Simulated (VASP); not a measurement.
Here is the system:

```xyz
6
Lattice="1.5515 -2.6873 0.0000 1.5515 2.6873 0.0000 0.0000 0.0000 12.0563" Properties=species:S:1:pos:R:3 pbc="T T T"
Mo     1.5515     0.8958     3.0141
Mo     1.5515    -0.8958     9.0422
S      1.5515     0.8958    10.5789
S      1.5515    -0.8958     4.5508
S      1.5515    -0.8958     1.4773
S      1.5515     0.8958     7.5055
```

Calculation: rev-vdW-DF2, VASP's PBE PAW potentials (set 64) (plane waves; VASP). Numerical set-up: 520 eV cut-off, 8×8×2 Γ-centred mesh, Gaussian smearing of 0.050 eV, potentials Mo_sv S.

The ions and cell shape at fixed volume are relaxed. Predict the relaxed structure.

```xyz
6
Lattice="1.5678 -2.7155 0.0000 1.5678 2.7155 0.0000 0.0000 0.0000 11.8069" Properties=species:S:1:pos:R:3 pbc="T T T"
Mo     1.5678     0.9052     2.9517
Mo     1.5678    -0.9052     8.8552
S      1.5678     0.9052    10.4263
S      1.5678    -0.9052     4.5228
S      1.5678    -0.9052     1.3806
S      1.5678     0.9052     7.2841
```
Space group P6_3/mmc (194), at a tolerance of 0.03 Å.

How much energy does the relaxation gain?

The energy (σ→0) changes by -21.9 meV/atom, in 8 ionic steps.

```tsv
step	E(σ→0) (eV)	max force (eV/Å)	pressure (GPa)	volume (Å³)
1	-33.3887	1.052	10.66	100.53
2	-33.4774	0.097	5.03	100.53
3	-33.4799	0.060	5.79	100.53
4	-33.5138	0.037	4.65	100.53
5	-33.5198	0.019	3.98	100.53
6	-33.5198	0.018	3.96	100.53
7	-33.5198	0.012	3.81	100.53
8	-33.5198	0.000	3.87	100.53
```

The compound is MoS2 in the 2H layered structure. This cell is one point of a volume scan, at 0.94 of the reference volume. Symmetry was kept, so distortions that lower it aren't found.
